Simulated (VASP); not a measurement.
Level of theory: PBE GGA with D3 dispersion (zero damping), VASP's PBE PAW potentials (set 64) (plane waves; VASP).

VASP ran on this input.

**POSCAR**
```
CdS
1
    0.0000000000     2.9100000000     2.9100000000
    2.9100000000     0.0000000000     2.9100000000
    2.9100000000     2.9100000000     0.0000000000
Cd S
1 1
Direct
  0.0000000000   0.0000000000   0.0000000000
  0.2500000000   0.2500000000   0.2500000000
```

### INCAR
```
SYSTEM=CdS
PREC=Accurate; ENCUT=520; LREAL=.False.
LASPH=.True.
EDIFF=1E-6; NELM=100; ALGO=Normal
LMAXMIX=4
ISMEAR=0; SIGMA=0.05
GGA=PE; IVDW=11
IBRION=2; NSW=60; ISIF=3
EDIFFG=-0.01
LWAVE=.False.; LCHARG=.False.
```

**KPOINTS**
```
Regular mesh
0
G
 7 7 7
0 0 0
```

POTCAR, in this order: Cd S (PBE.64 set). Program: vasp_std.

Output of the run:

**OSZICAR**
```
       N       E                     dE             d eps       ncg     rms          rms(c)
DAV:   1     0.108843881662E+03    0.10884E+03   -0.93594E+03   528   0.126E+03
DAV:   2    -0.175478572648E+01   -0.11060E+03   -0.10495E+03   560   0.298E+02
DAV:   3    -0.662114499490E+01   -0.48664E+01   -0.48488E+01   635   0.644E+01
DAV:   4    -0.665672054179E+01   -0.35576E-01   -0.35557E-01   585   0.548E+00
DAV:   5    -0.665724282443E+01   -0.52228E-03   -0.52228E-03   630   0.651E-01    0.855E+00
DAV:   6    -0.613276553785E+01    0.52448E+00   -0.10438E+00   737   0.143E+01    0.669E+00
DAV:   7    -0.611333297257E+01    0.19433E-01   -0.21970E-01   545   0.377E+00    0.327E+00
DAV:   8    -0.611359773907E+01   -0.26477E-03   -0.21841E-02   565   0.227E+00    0.320E-01
DAV:   9    -0.611338961304E+01    0.20813E-03   -0.29498E-03   610   0.932E-01    0.822E-02
DAV:  10    -0.611353017605E+01   -0.14056E-03   -0.29606E-04   550   0.188E-01    0.754E-02
DAV:  11    -0.611360431237E+01   -0.74136E-04   -0.11012E-04   548   0.122E-01    0.224E-02
DAV:  12    -0.611359820289E+01    0.61095E-05   -0.50266E-05   608   0.103E-01    0.867E-03
DAV:  13    -0.611359931254E+01   -0.11097E-05   -0.46345E-06   530   0.186E-02    0.483E-03
DAV:  14    -0.611359929287E+01    0.19669E-07   -0.12031E-07   310   0.319E-03
   1 F= -.66366436E+01 E0= -.66366436E+01  d E =-.663664E+01
       N       E                     dE             d eps       ncg     rms          rms(c)
DAV:   1    -0.632357701656E+01   -0.20998E+00   -0.38635E+00   560   0.276E+01    0.349E+00
DAV:   2    -0.616081410183E+01    0.16276E+00   -0.38768E-01   570   0.102E+01    0.128E+00
DAV:   3    -0.614244846640E+01    0.18366E-01   -0.48152E-02   555   0.274E+00    0.110E+00
DAV:   4    -0.614042958278E+01    0.20189E-02   -0.27936E-03   525   0.536E-01    0.241E-01
DAV:   5    -0.614024481260E+01    0.18477E-03   -0.62597E-04   635   0.394E-01    0.524E-02
DAV:   6    -0.614024503796E+01   -0.22537E-06   -0.83316E-05   520   0.125E-01    0.356E-02
DAV:   7    -0.614024795169E+01   -0.29137E-05   -0.60401E-06   570   0.206E-02    0.511E-03
DAV:   8    -0.614024804535E+01   -0.93655E-07   -0.15602E-06   285   0.202E-02
   2 F= -.66411742E+01 E0= -.66411742E+01  d E =-.453061E-02
       N       E                     dE             d eps       ncg     rms          rms(c)
DAV:   1    -0.615067217987E+01   -0.10424E-01   -0.32851E-01   560   0.786E+00    0.947E-01
DAV:   2    -0.613627444669E+01    0.14398E-01   -0.35935E-02   575   0.313E+00    0.338E-01
DAV:   3    -0.613482033198E+01    0.14541E-02   -0.42576E-03   555   0.780E-01    0.283E-01
DAV:   4    -0.613471144133E+01    0.10889E-03   -0.23205E-04   525   0.178E-01    0.631E-02
DAV:   5    -0.613470519074E+01    0.62506E-05   -0.46113E-05   630   0.110E-01    0.212E-02
DAV:   6    -0.613470749530E+01   -0.23046E-05   -0.73168E-06   535   0.357E-02    0.899E-03
DAV:   7    -0.613470745316E+01    0.42146E-07   -0.64568E-07   375   0.615E-03
   3 F= -.66420500E+01 E0= -.66420500E+01  d E =-.540641E-02
```

File OUTCAR:
```
------------------------ aborting loop because EDIFF is reached ----------------------------------------
 Edisp (eV)   -0.50734
  FORCE on cell =-STRESS in cart. coord.  units (eV):
  Direction    XX          YY          ZZ          XY          YZ          ZX
  --------------------------------------------------------------------------------------
  Total       0.00880     0.00880     0.00880     0.00000     0.00000     0.00000
  in kB       0.27930     0.27930     0.27930     0.00000     0.00000     0.00000
  external pressure =        0.28 kB  Pullay stress =        0.00 kB
  volume of cell :       50.46
      direct lattice vectors                 reciprocal lattice vectors
    -0.000000000  2.933017683  2.933017683    -0.170472890  0.170472890  0.170472890
     2.933017683  0.000000000  2.933017683     0.170472890 -0.170472890  0.170472890
     2.933017683  2.933017683  0.000000000     0.170472890  0.170472890 -0.170472890
  FREE ENERGIE OF THE ION-ELECTRON SYSTEM (eV)
  ---------------------------------------------------
  free  energy   TOTEN  =        -6.6420500190 eV

  energy  without entropy=       -6.6420500190  energy(sigma->0) =       -6.64205002

 reached required accuracy - stopping structural energy minimisation
```
(Selected blocks of OUTCAR.)

**CONTCAR**
```
CdS
   1.00000000000000
    -0.0000000000000000    2.9330176826690812    2.9330176826690812
     2.9330176826690812    0.0000000000000000    2.9330176826690812
     2.9330176826690812    2.9330176826690812    0.0000000000000000
  Cd              S
     1     1
Direct
     0.0000000000000000    0.0000000000000000    0.0000000000000000
     0.2500000000000000    0.2500000000000000    0.2500000000000000
```

Energy and stress use the plane-wave basis of the starting cell.

The compound is CdS in the zinc blende structure, a metastable form; wurtzite is the usual one. This run relaxes it. Symmetry was kept, so distortions that lower it aren't found.
